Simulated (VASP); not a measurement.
Level of theory: PBEsol GGA, VASP's PBE PAW potentials (set 64) (plane waves; VASP 6.6.1).

Input for VASP

### KPOINTS
```
Automatic mesh
0
Gamma
12 12 12
0 0 0
```

POSCAR:
```
BPt
1
    2.7950738533     0.0000000000     0.0000000000
    0.0000000000     2.7950738533     0.0000000000
    0.0000000000     0.0000000000     2.7950738533
Pt B
1 1
Direct
  0.0000000000   0.0000000000   0.0000000000
  0.5000000000   0.5000000000   0.5000000000
```

### INCAR
```
ALGO  =  Normal
EDIFF  =  1E-7
ENCUT  =  600
GGA  =  PS
ISIF  =  2
ISMEAR  =  1
LASPH  =  .TRUE.
LCHARG  =  .FALSE.
LMAXMIX  =  6
LREAL  =  .FALSE.
LWAVE  =  .FALSE.
NELM  =  100
PREC  =  Accurate
SIGMA  =  0.1
SYSTEM  =  BPt
```

POTCAR, in this order: Pt B (PBE.64 set). Program: vasp_std.

The run wrote:

**OUTCAR**
```
 ion  position               nearest neighbor table
   1  0.000  0.000  0.000-   2 2.42   2 2.42   2 2.42   2 2.42   2 2.42   2 2.42   2 2.42   2 2.42
  LATTYP: Found a simple cubic cell.
 ALAT       =     2.7950738533
 Subroutine PRICEL returns:
 Original cell was already a primitive cell.
 Subroutine GETGRP returns: Found 48 space group operations
The static configuration has the point symmetry O_h .
The dynamic configuration has the point symmetry O_h .
 Subroutine INISYM returns: Found 48 space group operations
 Subroutine IBZKPT returns following result:
 Found     84 irreducible k-points:

 Following reciprocal coordinates:
            Coordinates               Weight
  0.000000  0.000000  0.000000      1.000000
  0.083333  0.000000  0.000000      6.000000
  0.166667  0.000000  0.000000      6.000000
  0.250000  0.000000  0.000000      6.000000
  0.333333  0.000000  0.000000      6.000000
  0.416667  0.000000  0.000000      6.000000
  0.500000  0.000000  0.000000      3.000000
  0.083333  0.083333  0.000000     12.000000
  0.166667  0.083333  0.000000     24.000000
  0.250000  0.083333  0.000000     24.000000
...
```

OSZICAR:
```
       N       E                     dE             d eps       ncg     rms          rms(c)
DAV:   1     0.534299915703E+02    0.53430E+02   -0.70807E+03  1712   0.130E+03
DAV:   2    -0.123779656116E+02   -0.65808E+02   -0.62359E+02  1836   0.236E+02
DAV:   3    -0.140816281633E+02   -0.17037E+01   -0.16572E+01  1936   0.362E+01
DAV:   4    -0.140939191678E+02   -0.12291E-01   -0.12258E-01  1810   0.314E+00
DAV:   5    -0.140939876481E+02   -0.68480E-04   -0.68479E-04  1838   0.258E-01    0.179E+01
DAV:   6    -0.132351415605E+02    0.85885E+00   -0.10738E+01  1682   0.267E+01    0.106E+01
DAV:   7    -0.129754975971E+02    0.25964E+00   -0.11200E+00  1686   0.958E+00    0.621E+00
DAV:   8    -0.129554773851E+02    0.20020E-01   -0.60912E-02  1786   0.202E+00    0.706E-01
DAV:   9    -0.129507120447E+02    0.47653E-02   -0.12753E-02  1706   0.975E-01    0.215E-01
DAV:  10    -0.129503331136E+02    0.37893E-03   -0.19107E-03  1760   0.322E-01    0.140E-02
DAV:  11    -0.129503362118E+02   -0.30981E-05   -0.25184E-05  1772   0.556E-02    0.736E-03
DAV:  12    -0.129503360894E+02    0.12240E-06   -0.10457E-06  1794   0.793E-03    0.326E-03
DAV:  13    -0.129503360034E+02    0.85970E-07   -0.28030E-07   946   0.499E-03
   1 F= -.12950336E+02 E0= -.12950298E+02  d E =-.114254E-03
```

**OUTCAR**
```
------------------------ aborting loop because EDIFF is reached ----------------------------------------
  FORCE on cell =-STRESS in cart. coord.  units (eV):
  Direction    XX          YY          ZZ          XY          YZ          ZX
  --------------------------------------------------------------------------------------
  Total       -0.5629106     -0.5629106     -0.5629106      0.0000000     -0.0000000      0.0000000
  in kB      -41.3019073    -41.3019073    -41.3019073      0.0000000     -0.0000000      0.0000000
  external PRESSURE =     -41.3019073 kB  Pullay stress =       0.0000000 kB
  volume of cell :       21.84
      direct lattice vectors                 reciprocal lattice vectors
     2.795073853  0.000000000  0.000000000     0.357772300  0.000000000  0.000000000
     0.000000000  2.795073853  0.000000000     0.000000000  0.357772300  0.000000000
     0.000000000  0.000000000  2.795073853     0.000000000  0.000000000  0.357772300
 POSITION                                       TOTAL-FORCE (eV/Angst)
 -----------------------------------------------------------------------------------
      0.00000      0.00000      0.00000         0.000000      0.000000      0.000000
      1.39754      1.39754      1.39754         0.000000      0.000000      0.000000
 -----------------------------------------------------------------------------------
    total drift:                                0.000000      0.000000      0.000000
  FREE ENERGIE OF THE ION-ELECTRON SYSTEM (eV)
  ---------------------------------------------------
  free  energy   TOTEN  =       -12.9503360034 eV

  energy  without entropy=      -12.9502217492  energy(sigma->0) =      -12.95029792
```
(Selected blocks of OUTCAR.)

File OUTCAR:
```
 val. band max:       11.1487869221   @ k =   0.3333   0.1667   0.0833

 cond. band min:      11.1916662200   @ k =   0.4167   0.1667   0.1667


 Fermi energy:        11.1774458386

 k-point     1 :       0.0000    0.0000    0.0000
  band No.  band energies     occupation
      1      -2.5748      2.00000
      2       4.3619      2.00000
      3       4.3619      2.00000
      4       8.8701      2.00000
      5       8.8701      2.00000
      6       8.8701      2.00000
      7      12.6731     -0.00000
      8      12.6731     -0.00000
      9      12.6731     -0.00000
     10      19.9154      0.00000

 k-point     2 :       0.0833    0.0000    0.0000
  band No.  band energies     occupation
      1      -2.4254      2.00000
      2       4.4012      2.00000
      3       4.4269      2.00000
      4       8.5675      2.00000
      5       8.5675      2.00000
      6       8.8851      2.00000
      7      12.2683     -0.00000
      8      13.0633     -0.00000
      9      13.0633     -0.00000
     10      20.1674      0.00000

 k-point     3 :       0.1667    0.0000    0.0000
  band No.  band energies     occupation
      1      -1.9890      2.00000
      2       4.5112      2.00000
      3       4.5478      2.00000
      4       7.9218      2.00000
      5       7.9218      2.00000
      6       8.9263      2.00000
      7      11.4045     -0.00607
      8      13.9724      0.00000
      9      13.9724      0.00000
     10      20.6428      0.00000

 k-point     4 :       0.2500    0.0000    0.0000
  band No.  band energies     occupation
      1      -1.2984      2.00000
      2       4.4907      2.00000
      3       4.6671      2.00000
      4       7.2534      2.00000
      5       7.2534      2.00000
      6       8.9834      2.00000
      7      10.6965      2.00000
      8      15.0741      0.00000
      9      15.0741      0.00000
     10      21.0380      0.00000

 k-point     5 :       0.3333    0.0000    0.0000
...
```

Unless said otherwise, spin-orbit coupling is left out, though it shifts the bands of the heavy elements here.

The structure was generated: BPt was put into the CsCl type (Pm-3m), which need not be its known phase. This cell was strained or had an atom moved on purpose. The electron count is odd and the run is not spin-polarised, which forces a metal.
